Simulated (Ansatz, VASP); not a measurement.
# SnTe in two plane-wave programs

One calculation is typed for both programs; each brings its own data sets. How far apart do they land? The cell is taken from a series of runs on this material, whose earlier steps may have relaxed, scaled, displaced or heated it; both programs get it as it stands.

Main program and level: Ansatz 0.2.0; plane waves, with VASP 6.6.1 beside it; zone-centre phonons at PBEsol.

## (1) Set-up

The structure is tetragonal, space group I4/mmm (No. 139). Conventional cell: a = 4.448 Å, b = 4.448 Å, c = 6.100 Å, α = 90.00°, β = 90.00°, γ = 90.00°. Sn has 6 Te at 3.05 to 3.15 Å nearest. Nearest to Te lie 6 Sn at 3.05 to 3.15 Å. Farther neighbours and most contacts between anions are not listed.

As a file:

```cif
data_structure
_symmetry_space_group_name_H-M 'P 1'
_symmetry_Int_Tables_number 1
_cell_length_a 4.3811
_cell_length_b 4.3811
_cell_length_c 4.4482
_cell_angle_alpha 59.493
_cell_angle_beta 59.493
_cell_angle_gamma 61.015
_cell_volume 60.34
loop_
_atom_site_label
_atom_site_type_symbol
_atom_site_fract_x
_atom_site_fract_y
_atom_site_fract_z
_atom_site_occupancy
Sn1 Sn 0.00000 0.00000 0.00000 1
Te2 Te 0.50000 0.50000 0.50000 1
```

## (2) VASP: zone-centre phonons, PBEsol

Second derivatives magnify differences that forces hide, and they need a tight electronic threshold.

Lines of VASP's logs that name or quote its potential files are left out, and so is its time.

Input file INCAR:

```
SYSTEM = SnTe
PREC = Accurate
ENCUT = 500
EDIFF = 1E-08
NELM = 120
ISMEAR = 0
SIGMA = 0.01
LREAL = .FALSE.
ALGO = Normal
GGA = PS
NBANDS = 16
LORBIT = 11
LWAVE = .FALSE.
LCHARG = .FALSE.
ISIF = 2
IBRION = 8
LASPH = .TRUE.
GGA_COMPAT = .FALSE.
EFERMI = MIDGAP
KPAR = 2
```

Input file POSCAR:

```
SnTe
1.0
    0.0000000000      3.1453352625      3.0498071191
    3.1453352625      0.0000000000      3.0498071191
    3.1453352625      3.1453352625      0.0000000000
Sn Te
1 1
Direct
    0.0000000000      0.0000000000      0.0000000000
    0.5000000000      0.5000000000      0.5000000000
```

Input file KPOINTS:

```
Automatic mesh
0
Gamma
12 12 12
0 0 0
```

Potentials, in the order of the species: Sn_d and Te (PBE family, release 64).

Started as:

```sh
> mpirun -np 2 vasp_std
```

Numbers of over 12 decimals in the logs are rounded to 6 here.

The log of the run:

```text
[banner, memory and clock lines left out]
running    2 mpi-ranks, on    1 nodes
 distrk:  each k-point on    1 cores,    2 groups
 distr:  one band on    1 cores,    1 groups

 POSCAR found type information on POSCAR SnTe
 POSCAR found :  2 types and       2 ions
|                                                                             |
|               ----> ADVICE to this user running VASP <----                  |
|                                                                             |
|     You enforced a specific xc type in the INCAR file but a different       |
|     [... a line on the potential file left out ...]
|     I HOPE YOU KNOW WHAT YOU ARE DOING!                                     |
|                                                                             |

 LDA part: xc-table for (Slater+PW92), standard interpolation
 POSCAR, INCAR and KPOINTS ok, starting setup
 FFT: planning ... GRIDC
 FFT: planning ... GRID_SOFT
 FFT: planning ... GRID
 WAVECAR not read
 entering main loop
       N       E                     dE             d eps       ncg     rms          rms(c)
DAV:   1     0.123224531086E+03    0.12322E+03   -0.95051E+03  5280   0.142E+03
DAV:   2     0.186109148184E+01   -0.12136E+03   -0.11853E+03  5696   0.350E+02
DAV:   3    -0.808717135578E+01   -0.99483E+01   -0.98508E+01  6680   0.875E+01
DAV:   4    -0.834908827066E+01   -0.26192E+00   -0.26187E+00  6296   0.155E+01
DAV:   5    -0.836073220887E+01   -0.11644E-01   -0.11644E-01  7744   0.301E+00    0.520E+00
DAV:   6    -0.831459834045E+01    0.46134E-01   -0.99297E-02  7504   0.265E+00    0.324E+00
DAV:   7    -0.831211859994E+01    0.24797E-02   -0.42130E-02  6872   0.138E+00    0.623E-01
DAV:   8    -0.831137121014E+01    0.74739E-03   -0.68575E-03  6712   0.748E-01    0.157E-01
DAV:   9    -0.831143957038E+01   -0.68360E-04   -0.46558E-04  7208   0.207E-01    0.446E-02
DAV:  10    -0.831142565433E+01    0.13916E-04   -0.54911E-05  6808   0.732E-02    0.215E-02
DAV:  11    -0.831142509368E+01    0.56065E-06   -0.17983E-05  7000   0.395E-02    0.139E-02
DAV:  12    -0.831142501920E+01    0.74476E-07   -0.14995E-06  6560   0.124E-02    0.733E-03
DAV:  13    -0.831142482700E+01    0.19221E-06   -0.24007E-07  7080   0.419E-03    0.176E-03
DAV:  14    -0.831142491299E+01   -0.85992E-07   -0.17448E-08  4968   0.149E-03    0.506E-04
DAV:  15    -0.831142493034E+01   -0.17350E-07   -0.29857E-09  3696   0.459E-04    0.127E-04
DAV:  16    -0.831142493196E+01   -0.16157E-08   -0.82441E-10  3376   0.197E-04
   1 F= -.83114249E+01 E0= -.83114249E+01  d E =-.227533E-95
 Linear response reoptimize wavefunctions to high precision
DAV:   1    -0.831142493497E+01   -0.30118E-08   -0.16485E-10  3640   0.116E-04
DAV:   2    -0.831142493496E+01    0.68212E-11   -0.35323E-11  3344   0.575E-05
 Linear response DOF=           4
 Linear response progress:
  Degree of freedom:   1/  4
       N       E                     dE             d eps       ncg     rms          rms(c)
RMM:   1    -0.214899582608E+00   -0.21490E+00    0.33071E-01 10823   0.106E+01
RMM:   2    -0.220251436198E+00   -0.53519E-02   -0.11857E-02 15812   0.869E-01    0.772E-02
RMM:   3    -0.220113272674E+00    0.13816E-03   -0.91467E-04 17398   0.243E-01    0.412E-02
RMM:   4    -0.219848723516E+00    0.26455E-03   -0.81773E-05 17539   0.724E-02    0.872E-03
RMM:   5    -0.219838204746E+00    0.10519E-04   -0.78747E-06 18030   0.222E-02    0.367E-03
RMM:   6    -0.219842550724E+00   -0.43460E-05   -0.12643E-06 17683   0.742E-03    0.129E-03
RMM:   7    -0.219841969764E+00    0.58096E-06   -0.31522E-07 18211   0.290E-03    0.664E-04
RMM:   8    -0.219838312057E+00    0.36577E-05    0.16901E-07 17527   0.127E-03    0.124E-04
RMM:   9    -0.219838802371E+00   -0.49031E-06    0.35314E-07 18490   0.561E-04    0.162E-04
RMM:  10    -0.219838502555E+00    0.29982E-06    0.37393E-07 18342   0.272E-04    0.131E-04
RMM:  11    -0.219838688871E+00   -0.18632E-06    0.29547E-07 18762   0.142E-04    0.344E-04
RMM:  12    -0.219838253549E+00    0.43532E-06    0.12096E-07 17479   0.974E-05    0.106E-04
RMM:  13    -0.219838108969E+00    0.14458E-06    0.66246E-08 18526   0.529E-05    0.243E-05
RMM:  14    -0.219838083356E+00    0.25613E-07    0.21361E-08 19117   0.278E-05    0.170E-05
RMM:  15    -0.219838026882E+00    0.56474E-07    0.12748E-08 17358   0.194E-05    0.718E-06
RMM:  16    -0.219838001464E+00    0.25418E-07    0.50125E-09 17392   0.149E-05    0.178E-06
RMM:  17    -0.219838005583E+00   -0.41194E-08    0.16948E-09 12506   0.117E-05    0.245E-07
 first order change of Fermi-energy   0.12625E-03
 force on displaced ion       1 direction 1 :  -0.332   0.000   0.000
 Linear response progress:
  Degree of freedom:   2/  4
       N       E                     dE             d eps       ncg     rms          rms(c)
RMM:   1    -0.215446508582E+00   -0.21545E+00    0.30548E-01  6325   0.103E+01
RMM:   2    -0.220616533884E+00   -0.51700E-02   -0.11909E-02  9160   0.867E-01    0.972E-02
RMM:   3    -0.220403680185E+00    0.21285E-03   -0.90361E-04 10070   0.243E-01    0.526E-02
RMM:   4    -0.220075951794E+00    0.32773E-03   -0.95855E-05 10045   0.769E-02    0.819E-03
RMM:   5    -0.220076611017E+00   -0.65922E-06   -0.81313E-06 10379   0.230E-02    0.378E-03
RMM:   6    -0.220084362678E+00   -0.77517E-05   -0.14993E-06 10143   0.798E-03    0.115E-03
RMM:   7    -0.220082328666E+00    0.20340E-05   -0.39456E-07 10601   0.314E-03    0.856E-04
RMM:   8    -0.220080068230E+00    0.22604E-05    0.36786E-07 10447   0.133E-03    0.467E-04
RMM:   9    -0.220079036345E+00    0.10319E-05    0.43737E-07 10477   0.639E-04    0.887E-05
RMM:  10    -0.220078442476E+00    0.59387E-06    0.79636E-07 10528   0.334E-04    0.623E-05
RMM:  11    -0.220078358733E+00    0.83742E-07    0.48829E-07 11342   0.161E-04    0.410E-05
RMM:  12    -0.220078134629E+00    0.22410E-06    0.25056E-07 10346   0.894E-05    0.847E-05
RMM:  13    -0.220078326605E+00   -0.19198E-06    0.11685E-07  9709   0.560E-05    0.367E-05
RMM:  14    -0.220078282260E+00    0.44345E-07    0.60061E-08 10263   0.296E-05    0.169E-05
RMM:  15    -0.220078271933E+00    0.10327E-07    0.33747E-08  8723   0.191E-05    0.146E-05
RMM:  16    -0.220078250815E+00    0.21118E-07    0.15030E-08  8522   0.144E-05    0.519E-06
RMM:  17    -0.220078235054E+00    0.15761E-07    0.75545E-09  8510   0.121E-05    0.329E-06
RMM:  18    -0.220078239166E+00   -0.41119E-08    0.26718E-09  4893   0.103E-05    0.100E-06
 first order change of Fermi-energy   0.21383E-04
 force on displaced ion       1 direction 3 :   0.000   0.000  -1.077
 Linear response progress:
  Degree of freedom:   3/  4
       N       E                     dE             d eps       ncg     rms          rms(c)
RMM:   1    -0.467012350198E-01   -0.46701E-01    0.65174E-02 19149   0.871E-01
RMM:   2    -0.471283833819E-01   -0.42715E-03   -0.19711E-03 16803   0.219E-01    0.616E-02
RMM:   3    -0.473014305887E-01   -0.17305E-03   -0.16637E-04 17125   0.642E-02    0.458E-02
RMM:   4    -0.475511756244E-01   -0.24975E-03   -0.22886E-05 16861   0.308E-02    0.611E-03
RMM:   5    -0.475643315384E-01   -0.13156E-04   -0.10637E-06 17392   0.744E-03    0.303E-03
RMM:   6    -0.475627172023E-01    0.16143E-05   -0.93768E-08 16864   0.216E-03    0.735E-04
RMM:   7    -0.475617860890E-01    0.93111E-06   -0.70529E-10 17295   0.501E-04    0.146E-04
RMM:   8    -0.475616763744E-01    0.10971E-06   -0.10646E-07 16957   0.157E-04    0.314E-05
RMM:   9    -0.475616066677E-01    0.69707E-07    0.32049E-07 18318   0.547E-05    0.165E-05
RMM:  10    -0.475616546565E-01   -0.47989E-07    0.29705E-07 18870   0.160E-05    0.338E-06
RMM:  11    -0.475616398081E-01    0.14848E-07    0.25181E-08 16785   0.776E-06    0.723E-07
RMM:  12    -0.475616429392E-01   -0.31311E-08   -0.24325E-08 12626   0.495E-06    0.458E-07
 first order change of Fermi-energy  -0.21689E-03
 force on displaced ion       2 direction 1 :  -0.316   0.000   0.000
 Linear response progress:
  Degree of freedom:   4/  4
       N       E                     dE             d eps       ncg     rms          rms(c)
RMM:   1    -0.466473864450E-01   -0.46647E-01    0.69990E-02 11115   0.920E-01
RMM:   2    -0.472011246734E-01   -0.55374E-03   -0.20638E-03  9779   0.226E-01    0.776E-02
RMM:   3    -0.473879323047E-01   -0.18681E-03   -0.16301E-04  9922   0.655E-02    0.556E-02
RMM:   4    -0.476801330383E-01   -0.29220E-03   -0.26905E-05  9798   0.342E-02    0.613E-03
RMM:   5    -0.476837429284E-01   -0.36099E-05   -0.11400E-06 10100   0.799E-03    0.330E-03
RMM:   6    -0.476826075183E-01    0.11354E-05   -0.93249E-08  9777   0.228E-03    0.746E-04
RMM:   7    -0.476823110203E-01    0.29650E-06    0.84877E-10 10079   0.526E-04    0.154E-04
RMM:   8    -0.476822425160E-01    0.68504E-07    0.27199E-08  9921   0.170E-04    0.321E-05
RMM:   9    -0.476821491138E-01    0.93402E-07    0.19402E-07 10574   0.571E-05    0.198E-05
RMM:  10    -0.476822179516E-01   -0.68838E-07    0.28057E-07 10779   0.185E-05    0.310E-06
RMM:  11    -0.476821965487E-01    0.21403E-07    0.17624E-08  9976   0.941E-06    0.131E-06
RMM:  12    -0.476821958601E-01    0.68863E-09   -0.48435E-08  7676   0.626E-06    0.594E-07
 first order change of Fermi-energy   0.80511E-04
 force on displaced ion       2 direction 3 :   0.000   0.000  -1.087
 Linear response finished
```

From OUTCAR (step 2):

```text
ion  position               nearest neighbor table
   1  0.000  0.000  0.000-   2 3.05   2 3.05   2 3.15   2 3.15   2 3.15   2 3.15
   2  0.500  0.500  0.500-   1 3.05   1 3.05   1 3.15   1 3.15   1 3.15   1 3.15

  LATTYP: Found a body centered tetragonal cell.
 ALAT       =     4.4481757864
 C/A-ratio  =     1.3712619579

 Subroutine GETGRP returns: Found 16 space group operations
 (whereof 16 operations were pure point group operations)

The static configuration has the point symmetry D_4h.

 Found    163 irreducible k-points:

   k-points           NKPTS =    163   k-points in BZ     NKDIM =    163   number of bands    NBANDS=     16

   dimension x,y,z NGX =    32 NGY =   32 NGZ =   32
   dimension x,y,z NGXF=    64 NGYF=   64 NGZF=   64

   ENCUT  =  500.0 eV  36.75 Ry    6.06 a.u.   7.99  7.99  8.11*2*pi/ulx,y,z

   NELECT =      20.0000    total number of electrons

 k-points in reciprocal lattice and weights: Automatic mesh
   0.00000000  0.00000000  0.00000000       0.001
   0.08333333  0.00000000  0.00000000       0.005
   0.16666667  0.00000000  0.00000000       0.005
   0.25000000  0.00000000  0.00000000       0.005
   0.33333333 -0.00000000  0.00000000       0.005
   0.41666667  0.00000000  0.00000000       0.005
   0.50000000  0.00000000  0.00000000       0.002
   0.08333333  0.08333333  0.00000000       0.001
   0.16666667  0.08333333  0.00000000       0.005
[...]
-0.33333333  0.16666667  0.50000000       0.002
  -0.25000000  0.25000000  0.50000000       0.001

 average (electrostatic) potential at core
       1 -99.9582       2 -87.3343

  Total        0.0056600      0.0056600      1.8752550      0.0000000      0.0000000      0.0000000
  in kB        0.1502776      0.1502776     49.7891442      0.0000000      0.0000000      0.0000000
  external PRESSURE =      16.6965664 kB  Pullay stress =       0.0000000 kB

  energy-cutoff  :      500.00
  volume of cell :       60.34
      direct lattice vectors                 reciprocal lattice vectors
     0.000000000  3.145335263  3.049807119    -0.158965566  0.158965566  0.163944794
     3.145335263  0.000000000  3.049807119     0.158965566 -0.158965566  0.163944794
     3.145335263  3.145335263  0.000000000     0.158965566  0.158965566 -0.163944794

 POSITION                                       TOTAL-FORCE (eV/Angst)
 -----------------------------------------------------------------------------------
      0.00000      0.00000      0.00000         0.000000      0.000000      0.000000
      3.14534      3.14534      3.04981         0.000000      0.000000      0.000000
 -----------------------------------------------------------------------------------
    total drift:                                0.000000     -0.000000     -0.000000

 Eigenvectors and eigenvalues of the dynamical matrix
 ----------------------------------------------------

   1 f  =    2.073299 THz    13.026922 2PiTHz   69.157814 cm-1     8.574472 meV
             X         Y         Z           dx          dy          dz
      0.000000  0.000000  0.000000     0.000000    0.000000    0.718129
      3.145335  3.145335  3.049807     0.000000    0.000000   -0.695910

   2 f  =    1.134583 THz     7.128792 2PiTHz   37.845600 cm-1     4.692254 meV
             X         Y         Z           dx          dy          dz
      0.000000  0.000000  0.000000     0.728302   -0.000000    0.000000
      3.145335  3.145335  3.049807    -0.685256    0.000000    0.000000

   3 f  =    1.134583 THz     7.128792 2PiTHz   37.845600 cm-1     4.692254 meV
             X         Y         Z           dx          dy          dz
      0.000000  0.000000  0.000000    -0.000000   -0.728302    0.000000
      3.145335  3.145335  3.049807     0.000000    0.685256    0.000000

   4 f/i=    0.004849 THz     0.030469 2PiTHz    0.161755 cm-1     0.020055 meV
             X         Y         Z           dx          dy          dz
      0.000000  0.000000  0.000000     0.000000    0.000000   -0.695910
      3.145335  3.145335  3.049807     0.000000    0.000000   -0.718129

   5 f/i=    0.014061 THz     0.088350 2PiTHz    0.469036 cm-1     0.058153 meV
             X         Y         Z           dx          dy          dz
      0.000000  0.000000  0.000000    -0.379004   -0.570904    0.000000
      3.145335  3.145335  3.049807    -0.402812   -0.606768    0.000000

   6 f/i=    0.014061 THz     0.088350 2PiTHz    0.469036 cm-1     0.058153 meV
             X         Y         Z           dx          dy          dz
      0.000000  0.000000  0.000000    -0.570904    0.379004    0.000000
      3.145335  3.145335  3.049807    -0.606768    0.402812    0.000000

 ELASTIC MODULI CONTR FROM IONIC RELAXATION (kBar)
 Direction    XX          YY          ZZ          XY          YZ          ZX
 --------------------------------------------------------------------------------
 XX           0.0000      0.0000      0.0000      0.0000      0.0000      0.0000
 YY           0.0000      0.0000      0.0000      0.0000      0.0000      0.0000
 ZZ           0.0000      0.0000      0.0000      0.0000      0.0000      0.0000
 XY           0.0000      0.0000      0.0000      0.0000      0.0000      0.0000
 YZ           0.0000      0.0000      0.0000      0.0000      0.0000      0.0000
 ZX           0.0000      0.0000      0.0000      0.0000      0.0000      0.0000
 --------------------------------------------------------------------------------
```

The gap is read on the k-mesh alone, so it is an upper bound where the band edges lie off the mesh. Energies printed during the response cycles are not total energies of the cell. The PAW data sets were made with PBE, which is usual practice but a small mismatch for other functionals.

(Continued in part 2 of 2.)

[Lines on the potential files, build, host, timing and source positions are cut from VASP's logs without a mark.]

[Logs are printed without paths, hosts, clocks, repeated set-up lines and the standing remarks that a program may print on its own settings, such as how far it seeks lower states.]

[Hosts, paths, dates, database ids (printed as entryN), source tags and the programs' standing remarks are cut or masked in the printed files.]
